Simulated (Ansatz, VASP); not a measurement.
# SiGe in two plane-wave programs

Wanted: the spread between two codes on one cell, functional and k mesh. The cell is generated by rule, not measured, and may not be a known phase. The cell is taken from a series of runs on this material, whose earlier steps may have relaxed, scaled, displaced or heated it; both programs get it as it stands.

Method: plane waves, with VASP 6.6.1 beside it; single point at LDA, in Ansatz 0.2.0.

The structure was built from a prototype and need not be the compound's stable phase.

### Step 1. The structure

The structure is tetragonal, space group P4/nmm (No. 129). Conventional cell: a = 4.503 Å, b = 4.503 Å, c = 3.184 Å, α = 90.00°, β = 90.00°, γ = 90.00°. Nearest to Ge lie 8 Si at 2.68 to 2.84 Å. Nearest to Si lie 8 Ge at 2.68 to 2.84 Å. Farther neighbours are not listed.

### Step 2. VASP: single point, LDA, pair 1

With cell and atoms fixed, the geometry can't cause a difference; cores, projectors, grids and the points listed under the comparison can.

Lines of VASP's logs that name or quote its potential files are left out, and so is its time.

INCAR

```
SYSTEM = SiGe
PREC = Accurate
ENCUT = 500
EDIFF = 1E-06
NELM = 120
ISMEAR = 1
SIGMA = 0.15
LREAL = .FALSE.
ALGO = Normal
GGA = PW92
NBANDS = 24
LORBIT = 11
LWAVE = .FALSE.
LCHARG = .FALSE.
ISIF = 2
LASPH = .TRUE.
GGA_COMPAT = .FALSE.
KPAR = 2
```

POSCAR

```
SiGe
1.0
   -3.1839675854      0.0000000000      0.0000000000
    0.0000000000     -3.1839675854     -3.1839675854
    0.0000000000     -3.1839675854      3.1839675854
Ge Si
2 2
Direct
    0.0000000000      0.5000000000      0.5000000000
    0.0000000000      0.0000000000      0.0000000000
    0.4560297031      0.0000000000      0.5000000000
    0.5439702969      0.5000000000      0.0000000000
```

KPOINTS

```
Automatic mesh
0
Gamma
12 8 8
0 0 0
```

Potentials, in the order of the species: Ge_d and Si (LDA family, release 64).

Run with:

```
mpirun -np 2 vasp_std
```

Numbers of over 12 decimals in the logs are rounded to 6 here.

What it wrote:

```text
[banner, memory and clock lines left out]
running    2 mpi-ranks, on    1 nodes
 distrk:  each k-point on    1 cores,    2 groups
 distr:  one band on    1 cores,    1 groups

 POSCAR found type information on POSCAR GeSi
 POSCAR found :  2 types and       4 ions
|                                                                             |
|               ----> ADVICE to this user running VASP <----                  |
|                                                                             |
|     You enforced a specific xc type in the INCAR file but a different       |
|     [... a line on the potential file left out ...]
|     I HOPE YOU KNOW WHAT YOU ARE DOING!                                     |
|                                                                             |

 LDA part: xc-table for (Slater(with rela. corr.)+PW92), standard interpolation
 POSCAR, INCAR and KPOINTS ok, starting setup
 FFT: planning ... GRIDC
 FFT: planning ... GRID_SOFT
 FFT: planning ... GRID
 WAVECAR not read
 entering main loop
       N       E                     dE             d eps       ncg     rms          rms(c)
DAV:   1     0.242773432931E+03    0.24277E+03   -0.17487E+04  5880   0.339E+03
DAV:   2     0.154943027211E+02   -0.22728E+03   -0.22116E+03  5120   0.680E+02
DAV:   3    -0.194570750116E+02   -0.34951E+02   -0.34629E+02  6248   0.149E+02
DAV:   4    -0.205725373989E+02   -0.11155E+01   -0.11118E+01  5776   0.292E+01
DAV:   5    -0.205964638041E+02   -0.23926E-01   -0.23924E-01  6480   0.480E+00    0.390E+00
DAV:   6    -0.205345218078E+02    0.61942E-01   -0.54204E-02  6960   0.307E+00    0.213E+00
DAV:   7    -0.205075565191E+02    0.26965E-01   -0.36023E-02  7040   0.185E+00    0.168E-01
DAV:   8    -0.205068406560E+02    0.71586E-03   -0.30272E-03  6912   0.801E-01    0.875E-02
DAV:   9    -0.205068162385E+02    0.24417E-04   -0.11447E-04  6152   0.864E-02    0.289E-02
DAV:  10    -0.205068163940E+02   -0.15547E-06   -0.91485E-06  6024   0.204E-02
   1 F= -.20506816E+02 E0= -.20506552E+02  d E =-.792745E-03
```

Parts of OUTCAR (step 2):

```text
ion  position               nearest neighbor table
   1  0.000  0.500  0.500-   3 2.68   4 2.68   4 2.68   3 2.68   4 2.84   4 2.84   3 2.84   3 2.84

  LATTYP: Found a simple tetragonal cell.
 ALAT       =     4.5028101414
 C/A-ratio  =     0.7071067812

 Subroutine GETGRP returns: Found 16 space group operations
 (whereof  8 operations were pure point group operations)

The static configuration has the point symmetry D_2d.
 The point group associated with its full space group is D_4h.

 Found    105 irreducible k-points:

   k-points           NKPTS =    105   k-points in BZ     NKDIM =    105   number of bands    NBANDS=     24

   dimension x,y,z NGX =    24 NGY =   36 NGZ =   36
   dimension x,y,z NGXF=    48 NGYF=   72 NGZF=   72

   ENCUT  =  500.0 eV  36.75 Ry    6.06 a.u.   5.81  8.21  8.21*2*pi/ulx,y,z

   NELECT =      36.0000    total number of electrons

 k-points in reciprocal lattice and weights: Automatic mesh
   0.00000000  0.00000000  0.00000000       0.001
   0.08333333  0.00000000  0.00000000       0.003
   0.16666667  0.00000000  0.00000000       0.003
   0.25000000  0.00000000  0.00000000       0.003
   0.33333333  0.00000000  0.00000000       0.003
   0.41666667  0.00000000  0.00000000       0.003
   0.50000000  0.00000000  0.00000000       0.001
   0.00000000  0.12500000  0.00000000       0.005
   0.08333333  0.12500000  0.00000000       0.010
[...]
0.41666667  0.50000000  0.50000000       0.003
   0.50000000  0.50000000  0.50000000       0.001

 average (electrostatic) potential at core
       1 -71.6730       2 -71.6730       3 -83.0334       4 -83.0334

 E-fermi :   8.4532

 k-point     1 :       0.0000    0.0000    0.0000
  band No.  band energies     occupation
    ...
     15       2.3974      2.00000
     16       7.7261      2.00000
     17       7.8787      2.00000
     18       7.8787      2.00000
     19       8.0015      2.00018
     20      11.5859      0.00000
     21      11.9125      0.00000
     22      13.6170      0.00000
     23      13.6321      0.00000
     24      15.9306      0.00000

 k-point     2 :       0.0833    0.0000    0.0000
  band No.  band energies     occupation
    ...
     14       2.5001      2.00000
     15       2.5001      2.00000
     16       6.2685      2.00000
     17       7.9739      2.00006
     18       7.9739      2.00006
     19       8.7720     -0.01045
     20      11.9870      0.00000
     21      12.0066      0.00000
     22      12.7298      0.00000
     23      13.3717      0.00000
    ...

 k-point     3 :       0.1667    0.0000    0.0000
  band No.  band energies     occupation
    ...
     14       2.8074      2.00000
     15       2.8074      2.00000
     16       4.4682      2.00000
     17       8.2543      2.06817
     18       8.2543      2.06817
     19       9.2681     -0.00000
     20      10.9375     -0.00000
     21      11.0297     -0.00000
     22      12.2880      0.00000
     23      12.4105      0.00000
    ...

  Total       -0.1166258      0.2106904      0.2106904      0.0000000      0.0000000      0.0000000
  in kB       -2.8944709      5.2290086      5.2290086      0.0000000      0.0000000      0.0000000
  external PRESSURE =       2.5211821 kB  Pullay stress =       0.0000000 kB

  energy-cutoff  :      500.00
  volume of cell :       64.56
      direct lattice vectors                 reciprocal lattice vectors
    -3.183967585  0.000000000  0.000000000    -0.314073549  0.000000000  0.000000000
     0.000000000 -3.183967585 -3.183967585     0.000000000 -0.157036775 -0.157036775
     0.000000000 -3.183967585  3.183967585     0.000000000 -0.157036775  0.157036775

 POSITION                                       TOTAL-FORCE (eV/Angst)
 -----------------------------------------------------------------------------------
      0.00000     -3.18397      0.00000         0.000000      0.000000      0.000000
      0.00000      0.00000      0.00000         0.000000      0.000000      0.000000
     -1.45198     -1.59198      1.59198         0.126755      0.000000      0.000000
     -1.73198     -1.59198     -1.59198        -0.126755     -0.000000     -0.000000
 -----------------------------------------------------------------------------------
    total drift:                               -0.000000     -0.000000      0.000000

  FREE ENERGIE OF THE ION-ELECTRON SYSTEM (eV)
  ---------------------------------------------------
  free  energy   TOTEN  =       -20.5068163940 eV

  energy  without entropy=      -20.5060236495  energy(sigma->0) =      -20.50655215

 total charge
# of ion       s       p       d       tot
------------------------------------------
    1        1.245   1.018  10.060  12.323
    2        1.245   1.018  10.060  12.323
    3        0.874   0.695   0.000   1.568
    4        0.874   0.695   0.000   1.568
--------------------------------------------------
tot          4.236   3.426  20.120  27.782

[... 3 further parts left out ...]
```

The run ends at a pressure of 0.25 GPa, with forces up to 0.13 eV/Å.

### Step 3. Ansatz: single point, LDA, pair 1

Ansatz runs on its default PAW (the set named soft_2) files.

The same cell, functional (in two slightly different forms), mesh and smearing now go to Ansatz, which takes its cutoff from its data sets.

input.yaml

```yaml
crystal:
  lattice:
    - [-3.1839675854, 0.0, 0.0]
    - [0.0, -3.1839675854, -3.1839675854]
    - [0.0, -3.1839675854, 3.1839675854]
  atoms:
    - { symbol: Ge, position: [1.0, 0.5, 0.5] }
    - { symbol: Ge, position: [1.0, 0.0, 0.0] }
    - { symbol: Si, position: [0.4560297031, 0.0, 0.5] }
    - { symbol: Si, position: [0.5439702969, 0.5, 0.0] }
kpoints:
  mp_grid: { grid: [12, 8, 8] }
hamiltonian:
  xc: lda
scf:
  occupations: { method: methfessel_paxton, width: 0.15 }
output:
  forces: true
  stress: true
  eigenvalues: true
```

Run with:

```
ansatz run input.yaml --threads 4 --pin off --max-ram 7168MiB --backend cpu --events-out ev --progress --plain --runs-dir out
```

What it wrote:

```text
Engine: ansatz 0.2.0, aarch64-unknown-linux-gnu
Pseudopotentials: kind: paw
Pseudopotential: Ge, paw, valence charge 14, recommended cutoff 420 eV (normal), Ge.paw.azcp
Pseudopotential: Si, paw, valence charge 4, recommended cutoff 420 eV (normal), Si.paw.azcp
Functional definition: SPW92
  exchange = slater_x
  correlation = pw_c
Crystal: 4 atoms, lattice volume = 64.556 Å³
Basis set: ecut = 420 eV, 1243 PW (Γ)
Bands: 22, of which v1, the nominal top of the filled ones, is band 18 counted from 1 (17 counted from 0)
Symmetry: 16 space group operations
Space group: P4/nmm (ITA 129), of the structure as read, at distance tolerance 4.0e-5 Å
k-points: 105 of 768
Non-local potential: Ge, projectors of the file, l = 0: 2, l = 1: 2, l = 2: 3, l = 3: 1
Non-local potential: Si, projectors of the file, l = 0: 2, l = 1: 2, l = 2: 2
PAW form: soft (Blöchl's): semilocal exchange-correlation on the pseudo side does not see the compensation charge
PAW frozen core: Ge, regenerated for the run's functional, and the local potential with it (the file was generated under x = pbe(κ = 0.804, μ = 0.219515), c = pbe(β = 0.066725))
PAW frozen core: Si, regenerated for the run's functional, and the local potential with it (the file was generated under x = pbe(κ = 0.804, μ = 0.219515), c = pbe(β = 0.066725))
PAW one-centre angular grid: Ge, 590 points (default); XC on 64 Gauss nodes
PAW one-centre angular grid: Si, 110 points (default); XC on 64 Gauss nodes
Initial density: superposition of atomic densities (neutral atoms: chi_scale 0, normalization atom), corrected by the library's trained network
Initial wavefunctions: pseudopotential atomic-orbital guess
Functional: x = slater, c = lda
SCF iter   1: F=—  HF=-9646.963118 eV  |F-HF|=—  |Δ(HF+E_count)|=         —  Δρ=4.79e-3  dr2=1.18e-2  ethr=1.77e-3  ⟨swp⟩=5.8  Hψ=22669  notcnv=0
automatic band count: the SCF goes on with 26 bands, as 22 were too few: the levels above may hold too much charge
preconditioner: auto → Kerker (q_TF=auto, 2.475 Å⁻¹)  [metal: Δε(μ)=0.005 eV  Ē_g=20.365 eV  σ=0.150 eV  W_gap=0.03  n_scr=18 (ndim 8)  ℏωp=27.7 eV  f_vac=0.000  D(μ)=2.21/eV (n_scr^D=18)]
SCF iter   2: F=—  HF=-9646.958892 eV  |F-HF|=—  |Δ(HF+E_count)|=   4.23e-3  S|Δr|=    0.00e0  Δρ=2.93e-3  dr2=4.85e-3  ethr=3.28e-5  ⟨swp⟩=1.0  Hψ=3572  notcnv=0
SCF iter   3: F=—  HF=-9646.956957 eV  |F-HF|=—  |Δ(HF+E_count)|=   1.93e-3  S|Δr|=    0.00e0  Δρ=5.81e-4  dr2=1.22e-4  ethr=1.35e-5  ⟨swp⟩=2.9  Hψ=4488  notcnv=0
SCF iter   4: F=—  HF=-9646.957013 eV  |F-HF|=—  |Δ(HF+E_count)|=   5.59e-5  S|Δr|=    0.00e0  Δρ=4.76e-4  dr2=6.00e-5  ethr=3.40e-7  ⟨swp⟩=2.0  Hψ=4375  notcnv=0
SCF iter   5: F=—  HF=-9646.956868 eV  |F-HF|=—  |Δ(HF+E_count)|=   1.45e-4  S|Δr|=    0.00e0  Δρ=7.80e-5  dr2=2.51e-6  ethr=1.67e-7  ⟨swp⟩=2.0  Hψ=4356  notcnv=0
SCF iter   6: F=-9646.956866 eV  HF=-9646.956867 eV  |F-HF|=9.91e-8  |Δ(HF+E_count)|=   1.62e-6  S|Δr|=    0.00e0  Δρ=1.65e-5  dr2=7.77e-8  ethr=2.78e-10  ⟨swp⟩=6.0  Hψ=12296  notcnv=0
SCF 1 converged in 6 iterations: F = -9646.956866 eV  dr2 = 7.77e-8
  greatest PAW one-centre occupation: 0.998 electrons in one spin orbital (limit 2), on the Ge atom at site 1 (counted from 0), in its partial waves of l = 2
SCF converged after 6 iterations
Stability not checked: this state was not tested for a lower state beside it, because cold or Methfessel-Paxton smearing, or corrected tetrahedra, fill the levels in a way that the test cannot read (fill_not_monotonic; see scf.lower_state_search)
Free energy (F): -9646.956866 eV
Harris-Foulkes:  -9646.956867 eV  (|F-HF|=9.91e-8)
Internal energy: -9646.956057 eV  (E = F + TS)
E sigma→0 (E₀):  -9646.956664 eV
Entropy (-TS):   -0.000810 eV (-0.202 meV/atom)
Fermi energy:    11.106927 eV
--- Per-component energies (eV) ---
  E_band       = -183.479785
  E_kinetic    = 304.936239
  E_local      = -4700.369735  (includes V_loc(G=0)·N_el)
  E_nonlocal   = 891.995949
  E_hartree    = 2087.979514
  E_xc         = -262.998241
  E_vxc        = -228.068041  (∫ρ·V_xc dr)
  E_paw        = -4847.820888  (= ΣΔE_a)
  E_vpaw       = -627.954131  (= ΣTr[D̂ρ^β])
  E_aug_tail   = 0.000599  (compensation charges beyond the density's cutoff)
  E_ewald      = -3124.664807
  E_core_change = 3.985314  (= ΣΔE_core)
  E_smearing   = -0.000810  (= −TS)
  E_closure    = 0.000000  (closes the sum)
  Σ components = -9646.956866   (vs F -9646.956866, Δ=0.00e0)
--- Forces (eV/Å), atoms counted from 1 ---
  atom   1  Ge     0.00000000     0.00000000     0.00000000
  atom   2  Ge     0.00000000     0.00000000    -0.00000000
  atom   3  Si     0.12436830    -0.00000000    -0.00000000
  atom   4  Si    -0.12436830     0.00000000     0.00000000
  max |Σ_I F_I| component: 5.20e-18 eV/Å
--- Stress (GPa, compression-positive) ---
       -0.241115      -0.000000       0.000000
       -0.000000       0.605600       0.000000
        0.000000       0.000000       0.605600
  P = ⅓ Tr σ = 0.3234 GPa (3.234 kbar)
--- Band table (eV; the first three rows and the last of 105) ---
  k-point 0: bands = [... 14 lower, 5.0566, 10.3528, 10.5354, 10.5354, 10.6587, 14.2388, 14.5657, 16.2720, ... 4 higher]
  k-point 1: bands = [... 14 lower, 6.5078, 9.0415, 9.9624, 10.7708, 11.7390, 14.6003, 15.3403, 15.7078, ... 4 higher]
  k-point 2: bands = [... 14 lower, 7.7290, 8.5330, 8.8684, 11.1080, 12.6742, 14.5414, 15.8169, 16.5502, ... 4 higher]
  k-point 104: bands = [... 14 lower, 5.1063, 5.1063, 5.2373, 5.2373, 15.8566, 15.8566, 16.2381, 16.2381, ... 4 higher]
```

The run ends at a pressure of 0.32 GPa, with forces up to 0.12 eV/Å.

### Step 4. Side by side

Known differences besides the potentials themselves: the cutoff is 420 eV in Ansatz and 500 eV in VASP; VASP's log shows a relativistic correction to its local exchange, Ansatz's none. Total energies have different zeros and are not compared.

Both answers:

| quantity | Ansatz | VASP | difference |
| --- | --- | --- | --- |
| pressure (GPa) | 0.32 | 0.25 | +0.07 |

Forces (eV/Å; atoms numbered as in POSCAR):

| atom | Ansatz x, y, z | VASP x, y, z |
| --- | --- | --- |
| Ge1 | 0.000, 0.000, 0.000 | 0.000, 0.000, 0.000 |
| Ge2 | 0.000, 0.000, 0.000 | 0.000, 0.000, 0.000 |
| Si3 | 0.124, 0.000, 0.000 | 0.127, 0.000, 0.000 |
| Si4 | -0.124, 0.000, 0.000 | -0.127, 0.000, 0.000 |

The forces differ by 1.0 meV/Å r.m.s., which is 1.9 % of the r.m.s. force of 0.052 eV/Å (both taken over all components).

### Step 5. Ansatz: single point, LDA, pair 2

A single point gives forces, pressure and levels at one fixed geometry, so differences don't come from the geometry; what else differs is listed under the comparison.

The cell is taken from a series of runs on this material, whose earlier steps may have relaxed, scaled, displaced or heated it; both programs get it as it stands.

input.yaml, the sections that differ from step 3:

```yaml
crystal:
  lattice:
    - [-3.1839675854, 0.0, 0.0]
    - [0.0, -3.1839675854, -3.1839675854]
    - [0.0, -3.1839675854, 3.1839675854]
  atoms:
    - { symbol: Ge, position: [1.0, 0.5, 0.5] }
    - { symbol: Ge, position: [1.0, 0.0, 0.0] }
    - { symbol: Si, position: [0.4309038192, 0.0, 0.5] }
    - { symbol: Si, position: [0.5690961808, 0.5, 0.0] }
# kpoints, hamiltonian, scf, output: as in step 3
```

What it wrote:

```text
[...]
Crystal: 4 atoms, lattice volume = 64.556 Å³
Basis set: ecut = 420 eV, 1243 PW (Γ)
Bands: 22, of which v1, the nominal top of the filled ones, is band 18 counted from 1 (17 counted from 0)
Symmetry: 16 space group operations
[...]
k-points: 105 of 768
[...]
k-point 0: bands = [... 14 lower, 5.0339, 10.3629, 10.4778, 10.4778, 10.7730, 13.9584, 14.5685, 16.2239, ... 4 higher]
  k-point 1: bands = [... 14 lower, 6.4784, 9.0256, 9.9155, 10.8859, 11.6730, 14.3585, 15.3263, 15.7833, ... 4 higher]
  k-point 2: bands = [... 14 lower, 7.7113, 8.4917, 8.8329, 11.2270, 12.5161, 14.7178, 15.5965, 16.4020, ... 4 higher]
  k-point 104: bands = [... 14 lower, 5.1541, 5.1541, 5.4016, 5.4016, 15.9540, 15.9540, 16.1139, 16.1139, ... 4 higher]
[key lines of the parts left out:]
SCF converged after 6 iterations
Free energy (F): -9646.981307 eV
Fermi energy:    11.088117 eV
P = ⅓ Tr σ = 0.8307 GPa (8.307 kbar)
```

The run ends at a pressure of 0.83 GPa, with forces up to 0.17 eV/Å.

### Step 6. VASP: single point, LDA, pair 2

The same cell, functional (in two slightly different forms), mesh and smearing now go to VASP, with its own data sets.

INCAR is that of step 2.

Edit POSCAR of step 2 so:

```diff
@@ -10,3 +10,3 @@
     0.0000000000      0.0000000000      0.0000000000
-    0.4560297031      0.0000000000      0.5000000000
-    0.5439702969      0.5000000000      0.0000000000
+    0.4309038192      0.0000000000      0.5000000000
+    0.5690961808      0.5000000000      0.0000000000
```

KPOINTS is that of step 2.

Run with:

```
mpirun -np 2 vasp_std
```

What it wrote:

```text
[banner, memory and clock lines left out]
running    2 mpi-ranks, on    1 nodes
[...]
[... a notice as in an earlier step ...]

 LDA part: xc-table for (Slater(with rela. corr.)+PW92), standard interpolation
 POSCAR, INCAR and KPOINTS ok, starting setup
[...]
entering main loop
       N       E                     dE             d eps       ncg     rms          rms(c)
DAV:   1     0.243270364265E+03    0.24327E+03   -0.17489E+04  5864   0.340E+03
DAV:   2     0.153409901231E+02   -0.22793E+03   -0.22155E+03  5144   0.681E+02
DAV:   3    -0.194956773816E+02   -0.34837E+02   -0.34504E+02  6280   0.149E+02
DAV:   4    -0.206063873398E+02   -0.11107E+01   -0.11081E+01  5800   0.291E+01
[...]
DAV:   9    -0.205316550625E+02    0.42511E-04   -0.16773E-04  6832   0.969E-02    0.332E-02
DAV:  10    -0.205316564258E+02   -0.13633E-05   -0.12245E-05  5912   0.238E-02    0.112E-02
DAV:  11    -0.205316560462E+02    0.37954E-06   -0.12366E-06  4232   0.805E-03
   1 F= -.20531656E+02 E0= -.20531744E+02  d E =0.265219E-03
```

OUTCAR, selected parts (step 6):

```text
  Total       -0.2104834      0.5627370      0.5627370     -0.0000000      0.0000000      0.0000000
  in kB       -5.2238713     13.9662606     13.9662606     -0.0000000      0.0000000      0.0000000
  external PRESSURE =       7.5695499 kB  Pullay stress =       0.0000000 kB

 POSITION                                       TOTAL-FORCE (eV/Angst)
 -----------------------------------------------------------------------------------
      0.00000     -3.18397      0.00000         0.000000      0.000000      0.000000
      0.00000      0.00000      0.00000         0.000000      0.000000      0.000000
     -1.37198     -1.59198      1.59198         0.172804     -0.000000     -0.000000
     -1.81198     -1.59198     -1.59198        -0.172804      0.000000      0.000000
 -----------------------------------------------------------------------------------
    total drift:                               -0.000000     -0.000000     -0.000000

  FREE ENERGIE OF THE ION-ELECTRON SYSTEM (eV)
  ---------------------------------------------------
  free  energy   TOTEN  =       -20.5316560462 eV

  energy  without entropy=      -20.5319212657  energy(sigma->0) =      -20.53174445

[... 2 parts as in an earlier step ...]

[... 1 further part left out ...]
[key lines of the parts left out:]
E-fermi :   8.4350
```

The run ends at a pressure of 0.76 GPa, with forces up to 0.17 eV/Å.

[end of part 1 of 2]

[Lines on the potential files, build, host, timing and source positions are cut from VASP's logs without a mark.]

[Logs are printed without paths, hosts, clocks, repeated set-up lines and the standing remarks that a program may print on its own settings, such as how far it seeks lower states.]

[Hosts, paths, dates, database ids (printed as entryN), source tags and the programs' standing remarks are cut or masked in the printed files.]
